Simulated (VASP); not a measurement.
All values below come from PBEsol GGA, VASP's PBE PAW potentials (set 64) (plane waves; VASP 6.6.1).

VASP input:

KPOINTS:
```
Automatic
0
Gamma
  8 8 2
```

**INCAR**
```
# general
SYSTEM   =  Al3GaN4
PREC     =  Accurate
ENCUT    =  520   # plane-wave cut-off (eV)
LREAL    =  .FALSE.   # projection in real space or not
LASPH    =  .TRUE.

# electronic loop
EDIFF    =  1E-6
NELM     =  100   # most electronic steps
ALGO     =  Normal
LMAXMIX  =  4   # l cut-off of mixed one-centre charges

# smearing
ISMEAR   =  0
SIGMA    =  0.05   # width (eV)

# functional
GGA      =  PS   # PBEsol

# ions
IBRION   =  2
NSW      =  60
ISIF     =  3
EDIFFG   =  -0.02   # ionic stop

# output
LWAVE    =  .FALSE.
LCHARG   =  .FALSE.
```

POSCAR:
```
Al3GaN4
1.0
  0.0000000000   2.2045023182   2.2045023182
  2.2045023182   0.0000000000   2.2045023182
  8.8151956948   8.8151956948   0.0028135782
Ga N Al
1 4 3
Cart
  8.8131392298   8.8131392298   0.0048700432
  1.1303268736   1.1303268736   1.0741754443
  3.3107605388   3.3107605388   1.0982440977
  5.5039164579   5.5039164579   1.1095904962
  7.6851096145   7.6851096145   1.1328996587
  4.4236384414   4.4236384414   4.3943708312
  4.4072010143   4.4072010143   0.0018036225
  6.5994941687   6.5994941687   0.0140127860
```

POTCAR, in this order: Ga_d N Al (PBE.64 set). Program: vasp_std.

What does the run give for the energy per atom (σ→0), volume per atom, band gap (on the k-mesh)?

The energy per atom (σ→0) comes out as -7491 meV/atom. The band gap (on the k-mesh) comes out as 2.88 eV. The volume per atom is 10.70 Å^3/atom.

### OSZICAR
```
...
   1 F= -.59925619E+02 E0= -.59925619E+02  d E =-.599256E+02
       N       E                     dE             d eps       ncg     rms          rms(c)
DAV:   1    -0.599258275782E+02   -0.20831E-03   -0.31961E-02  1076   0.169E+00    0.824E-02
DAV:   2    -0.599257533488E+02    0.74229E-04   -0.11386E-03  1496   0.507E-01    0.383E-02
DAV:   3    -0.599257163740E+02    0.36975E-04   -0.11282E-04  1672   0.191E-01    0.136E-02
DAV:   4    -0.599257137448E+02    0.26292E-05   -0.34839E-05  1622   0.539E-02    0.676E-03
DAV:   5    -0.599257129621E+02    0.78272E-06   -0.29748E-06   872   0.174E-02
   2 F= -.59925713E+02 E0= -.59925713E+02  d E =-.939432E-04
```

The structure was generated: Al3GaN4 was put into an ordered model structure (R3m), which need not be its known phase. This run relaxes it. Symmetry was kept, so distortions that lower it aren't found. The start is the result of an earlier pass.
